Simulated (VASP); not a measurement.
Computed with PBE GGA, VASP's PBE PAW potentials (set 64) (plane waves; VASP).

Input for VASP

**INCAR**
```
ALGO  =  Normal
EDIFF  =  1E-6
ENCUT  =  750
GGA  =  PE
ISIF  =  2
ISMEAR  =  0
LASPH  =  .TRUE.
LCHARG  =  .FALSE.
LMAXMIX  =  6
LREAL  =  .FALSE.
LWAVE  =  .FALSE.
NELM  =  100
PREC  =  Accurate
SIGMA  =  0.05
SYSTEM  =  CeO2
```

POSCAR:
```
CeO2
1
    0.0000000000     2.7015010000     2.7759240000
    2.7358450000     0.0000000000     2.7759240000
    2.7358450000     2.7015010000     0.0000000000
Ce O
1 2
Direct
  0.0000000000   0.0000000000   0.0000000000
  0.2500000000   0.2500000000   0.2500000000
  0.7462460000   0.7537540000   0.7537540000
```

**KPOINTS**
```
Automatic mesh
0
Gamma
6 6 6
0 0 0
```

POTCAR, in this order: Ce O (PBE.64 set). Program: vasp_std.

Output

OSZICAR:
```
       N       E                     dE             d eps       ncg     rms          rms(c)
DAV:   1     0.255792781479E+03    0.25579E+03   -0.14601E+04  2184   0.261E+03
DAV:   2     0.180439120325E+02   -0.23775E+03   -0.22592E+03  3088   0.336E+02
DAV:   3    -0.297537541765E+02   -0.47798E+02   -0.42572E+02  3008   0.164E+02
DAV:   4    -0.317145747884E+02   -0.19608E+01   -0.19605E+01  2976   0.381E+01
DAV:   5    -0.318374441567E+02   -0.12287E+00   -0.12286E+00  3856   0.820E+00    0.286E+01
DAV:   6    -0.301197905640E+02    0.17177E+01   -0.10021E+02  3248   0.593E+01    0.299E+01
DAV:   7    -0.284260920929E+02    0.16937E+01   -0.21328E+02  3352   0.134E+02    0.203E+01
DAV:   8    -0.277959478792E+02    0.63014E+00   -0.41822E+00  2616   0.219E+01    0.140E+01
DAV:   9    -0.263450851498E+02    0.14509E+01   -0.65987E+00  3312   0.214E+01    0.218E+00
DAV:  10    -0.262940559668E+02    0.51029E-01   -0.26016E-01  3776   0.456E+00    0.152E+00
DAV:  11    -0.262630895249E+02    0.30966E-01   -0.50163E-02  3248   0.217E+00    0.126E+00
DAV:  12    -0.262280398910E+02    0.35050E-01   -0.14105E-01  3320   0.352E+00    0.575E-01
DAV:  13    -0.262304006491E+02   -0.23608E-02   -0.10813E-01  3432   0.299E+00    0.756E-01
DAV:  14    -0.262269709946E+02    0.34297E-02   -0.59258E-02  3464   0.223E+00    0.249E-01
DAV:  15    -0.262267761008E+02    0.19489E-03   -0.54711E-03  3272   0.704E-01    0.752E-02
DAV:  16    -0.262267491693E+02    0.26931E-04   -0.15013E-03  3192   0.388E-01    0.712E-02
DAV:  17    -0.262267157592E+02    0.33410E-04   -0.47798E-04  3544   0.197E-01    0.144E-02
DAV:  18    -0.262267200518E+02   -0.42926E-05   -0.14896E-05  3216   0.344E-02    0.182E-02
DAV:  19    -0.262267168582E+02    0.31935E-05   -0.10815E-05  2888   0.298E-02    0.734E-03
DAV:  20    -0.262267153500E+02    0.15083E-05   -0.69236E-06  2472   0.249E-02    0.203E-03
DAV:  21    -0.262267152346E+02    0.11539E-06   -0.41138E-07  1416   0.757E-03
   1 F= -.26226715E+02 E0= -.26226715E+02  d E =-.109144E-14
```

**OUTCAR**
```
------------------------ aborting loop because EDIFF is reached ----------------------------------------
  FORCE on cell =-STRESS in cart. coord.  units (eV):
  Direction    XX          YY          ZZ          XY          YZ          ZX
  --------------------------------------------------------------------------------------
  Total       -0.2329973      0.5434305     -1.0896630      0.0000000      0.0155165      0.0000000
  in kB       -9.0976079     21.2187790    -42.5469648      0.0000000      0.6058556      0.0000000
  external PRESSURE =     -10.1419312 kB  Pullay stress =       0.0000000 kB
  volume of cell :       41.03
      direct lattice vectors                 reciprocal lattice vectors
     0.000000000  2.701501000  2.775924000    -0.182758892  0.185082293  0.180120205
     2.735845000  0.000000000  2.775924000     0.182758892 -0.185082293  0.180120205
     2.735845000  2.701501000  0.000000000     0.182758892  0.185082293 -0.180120205
 POSITION                                       TOTAL-FORCE (eV/Angst)
 -----------------------------------------------------------------------------------
      0.00000      0.00000      0.00000         0.061875      0.000000      0.000000
      1.36792      1.35075      1.38796         0.072555      0.000000     -0.000000
      4.12431      4.05225      4.16389        -0.134430      0.000000      0.000000
 -----------------------------------------------------------------------------------
    total drift:                               -0.000102      0.000000      0.000000
  FREE ENERGIE OF THE ION-ELECTRON SYSTEM (eV)
  ---------------------------------------------------
  free  energy   TOTEN  =       -26.2267152346 eV

  energy  without entropy=      -26.2267152346  energy(sigma->0) =      -26.22671523
```
(Selected blocks of OUTCAR.)

The compound is CeO2 in the fluorite structure. The cell was not relaxed at this level, atoms are displaced from their ideal sites. The run is one of a series of settings (ENCUT = 750 against the base run), some of them coarse on purpose. The run is not spin-polarised, so no magnetic state was tried.
